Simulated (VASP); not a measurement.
Method: PBE GGA + U (Dudarev), VASP's PBE PAW potentials (set 64) (plane waves; VASP).

VASP input:

### KPOINTS
```
kpoints
0
Gamma
  9 9 9
0 0 0
```

INCAR:
```
# general
SYSTEM     =  NiSi2
PREC       =  Accurate
ENCUT      =  400
LREAL      =  F
LASPH      =  T

# electronic loop
EDIFF      =  1E-6
NELM       =  100
ALGO       =  Normal
LMAXMIX    =  4

# smearing
ISMEAR     =  1
SIGMA      =  0.1

# functional
GGA        =  PE

# DFT+U
LDAU       =  T
LDAUTYPE   =  2
LDAUL      =  -1 2
LDAUU      =  0 6.0
LDAUJ      =  0 0
LDAUPRINT  =  1

# ions
ISIF       =  2

# output
LWAVE      =  F
LCHARG     =  F
LORBIT     =  10
```

File POSCAR:
```
NiSi2
1
    0.0000000000     2.7730300000     2.7697730000
    2.7641380000     0.0000000000     2.7697730000
    2.7641380000     2.7730300000     0.0000000000
Si Ni
2 1
Direct
  0.2500000000   0.2500000000   0.2500000000
  0.7500000000   0.7500000000   0.7500000000
 -0.0072690000   0.0072690000   0.0072690000
```

POTCAR, in this order: Si Ni (PBE.64 set). Program: vasp_std.

The resulting files:

OSZICAR:
```
       N       E                     dE             d eps       ncg     rms          rms(c)
DAV:   1     0.640422534987E+02    0.64042E+02   -0.67703E+03  3266   0.113E+03
DAV:   2    -0.110321948024E+02   -0.75074E+02   -0.71405E+02  3465   0.222E+02
DAV:   3    -0.142965282742E+02   -0.32643E+01   -0.31787E+01  4119   0.571E+01
DAV:   4    -0.143426994902E+02   -0.46171E-01   -0.46136E-01  3865   0.632E+00
DAV:   5    -0.143437831427E+02   -0.10837E-02   -0.10834E-02  4148   0.101E+00    0.104E+01
DAV:   6    -0.148359319305E+02   -0.49215E+00   -0.97152E+00  3525   0.797E+01    0.908E+00
DAV:   7    -0.137747423722E+02    0.10612E+01   -0.36673E+00  3915   0.562E+01    0.325E+00
DAV:   8    -0.137478082182E+02    0.26934E-01   -0.33225E-01  4043   0.459E+00    0.112E+00
DAV:   9    -0.137373367976E+02    0.10471E-01   -0.49739E-02  3920   0.559E+00    0.324E-01
DAV:  10    -0.137383371145E+02   -0.10003E-02   -0.56329E-03  3845   0.950E-01    0.148E-01
DAV:  11    -0.137382345657E+02    0.10255E-03   -0.73744E-04  4259   0.577E-01    0.283E-02
DAV:  12    -0.137382385084E+02   -0.39427E-05   -0.79341E-05  4116   0.119E-01    0.102E-02
DAV:  13    -0.137382385041E+02    0.43344E-08   -0.77581E-06  4234   0.409E-02
   1 F= -.13738239E+02 E0= -.13737685E+02  d E =-.166148E-02
```

OUTCAR:
```
------------------------ aborting loop because EDIFF is reached ----------------------------------------
  FORCE on cell =-STRESS in cart. coord.  units (eV):
  Direction    XX          YY          ZZ          XY          YZ          ZX
  --------------------------------------------------------------------------------------
  Total       -3.0375738     -3.0561599     -3.0442680      0.0000000      0.0000000      0.0000000
  in kB     -114.6169796   -115.3182899   -114.8695703      0.0000000      0.0000000      0.0000000
  external PRESSURE =    -114.9349466 kB  Pullay stress =       0.0000000 kB
  volume of cell :       42.46
      direct lattice vectors                 reciprocal lattice vectors
     0.000000000  2.773030000  2.769773000    -0.180888219  0.180308183  0.180520209
     2.764138000  0.000000000  2.769773000     0.180888219 -0.180308183  0.180520209
     2.764138000  2.773030000  0.000000000     0.180888219  0.180308183 -0.180520209
 POSITION                                       TOTAL-FORCE (eV/Angst)
 -----------------------------------------------------------------------------------
      1.38207      1.38651      1.38489         0.117461      0.000000      0.000000
      4.14621      4.15954      4.15466         0.117461      0.000000      0.000000
      0.04019      2.77303      2.76977        -0.234922      0.000000      0.000000
 -----------------------------------------------------------------------------------
    total drift:                               -0.000240     -0.000001     -0.000001
  FREE ENERGIE OF THE ION-ELECTRON SYSTEM (eV)
  ---------------------------------------------------
  free  energy   TOTEN  =       -13.7382385041 eV

  energy  without entropy=      -13.7365770242  energy(sigma->0) =      -13.73768468

 total charge

# of ion       s       p       d       tot
------------------------------------------
    1        0.757   0.783   0.000   1.540
    2        0.757   0.783   0.000   1.540
    3        0.493   0.648   8.734   9.876
--------------------------------------------------
tot          2.007   2.215   8.734  12.956
```
(Selected blocks of OUTCAR.)

The compound is NiSi2 in the fluorite structure. The cell was not relaxed at this level, atoms are displaced from their ideal sites. The run is one of a series of settings (LDAU = .TRUE., LDAUJ = 0 0, LDAUL = -1 2, LDAUTYPE = 2, LDAUU = 0 6.0 against the base run), some of them coarse on purpose. The run is not spin-polarised, so no magnetic state was tried.
